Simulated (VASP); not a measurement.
The system is Ir.

```
Ir
1.0
     0.00000    1.92696    1.92696
     1.92696    0.00000    1.92696
     1.92696    1.92696    0.00000
Ir
1
Direct
  0.00000 0.00000 0.00000
```

```yaml
Program: VASP 6.6.1
Task: relaxation of cell and atoms
Functional: PBEsol
Potentials_or_basis: VASP PAW PBE potentials, release 64 (Ir)
Cutoff: 300 eV
k_mesh: 18 × 18 × 18
Occupations: gaussian, width 0.1 eV
Spin: no spin polarisation
```

At the start: pressure -6.8 GPa; volume 14.31 Å³/atom.

Q: How do energy, volume and symmetry change on relaxing?

A: Over 4 steps the energy falls by 5.5 meV/atom and the volume is 14.06 Å³/atom (-1.8 %); space group Fm-3m (No. 225, to 0.05 Å).

The path:
```csv
step,energy change (eV),largest force (eV/Å),pressure (GPa),volume (Å³)
1,0.0000,0.0000,-6.77,14.31
2,0.0879,0.0000,33.47,13.09
3,-0.0055,0.0000,-0.22,14.06
4,-0.0055,0.0000,-0.03,14.06
```

Final structure:
```yaml
crystal:
  lattice:
    - [0.00000, 1.91549, 1.91549]
    - [1.91549, 0.00000, 1.91549]
    - [1.91549, 1.91549, 0.00000]
  atoms:
    - { symbol: Ir, position: [0.00000, 0.00000, 0.00000] }
```

Caveat: the PAW data sets were made with another functional, which shifts forces and pressure a little.
